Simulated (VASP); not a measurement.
An input for Quantum ESPRESSO's pw.x (written as the equivalent of a VASP run, and not itself run):

```
&CONTROL
  calculation = 'scf'
  pseudo_dir = './pseudo'
  outdir = './out'
  tprnfor = .true.
  tstress = .true.
/
&SYSTEM
  ibrav = 0
  nat = 4
  ntyp = 2
  ecutwfc = 88
  occupations = 'tetrahedra'
  input_dft = 'pbesol'
/
&ELECTRONS
  conv_thr = 7.3e-09
  electron_maxstep = 100
/
ATOMIC_SPECIES
  Rh 102.906 Rh.upf
  Ge 72.630 Ge.upf
CELL_PARAMETERS angstrom
    -1.7209078    1.7209078    4.9428016
     1.7209078   -1.7209078    4.9428016
     1.7209078    1.7209078   -4.9428016
ATOMIC_POSITIONS crystal
  Rh   0.7429557  0.7429557  0.0000000
  Rh   0.4929557  0.9929557  0.5000000
  Ge   0.1730443  0.1730443  0.0000000
  Ge   0.9230443  0.4230443  0.5000000
K_POINTS automatic
  14 14 14 0 0 0
```

**Question.** Write the VASP files for the same calculation (PBEsol).

**Answer.** Several could match; the one computed here: 
**INCAR**
```
# general
SYSTEM =GeRh
PREC   =Accurate
ENCUT  =400   # plane-wave cut-off (eV)
LREAL  =F   # projection in real space or not
LASPH  =T   # aspherical one-centre terms

# electronic loop
EDIFF  =1E-7   # SCF stop (eV)
NELM   =100   # most electronic steps
ALGO   =Normal   # blocked Davidson
LMAXMIX=4   # l cut-off of mixed one-centre charges

# smearing
ISMEAR =-5

# functional
GGA    =PS   # PBEsol

# ions
ISIF   =2

# output
LWAVE  =F
LCHARG =T
LORBIT =11
NEDOS  =601

# other
LEFG   =T
```

**POSCAR**
```
GeRh
1
   -1.7209078279     1.7209078279     4.9428016395
    1.7209078279    -1.7209078279     4.9428016395
    1.7209078279     1.7209078279    -4.9428016395
Rh Ge
2 2
Direct
  0.7429557292   0.7429557292   0.0000000000
  0.4929557292   0.9929557292   0.5000000000
  0.1730442708   0.1730442708   0.0000000000
  0.9230442708   0.4230442708   0.5000000000
```

File KPOINTS:
```
K-points
0
G
  14 14 14
0 0 0
```

POTCAR, in this order: Rh_pv Ge_d (PBE.64 set). Program: vasp_std.

What does not carry over: the potentials are each code's own (VASP's PAW set, PseudoDojo norm-conserving files in pw.x), so ENCUT and ecutwfc are chosen apart and not converted; conv_thr bounds pw.x's estimated SCF error, while EDIFF bounds the energy change between steps; the field gradients of LEFG aren't asked of the other code.

The structure was generated: GeRh was put into the NbAs type (I4_1md), which need not be its known phase. It was relaxed first.
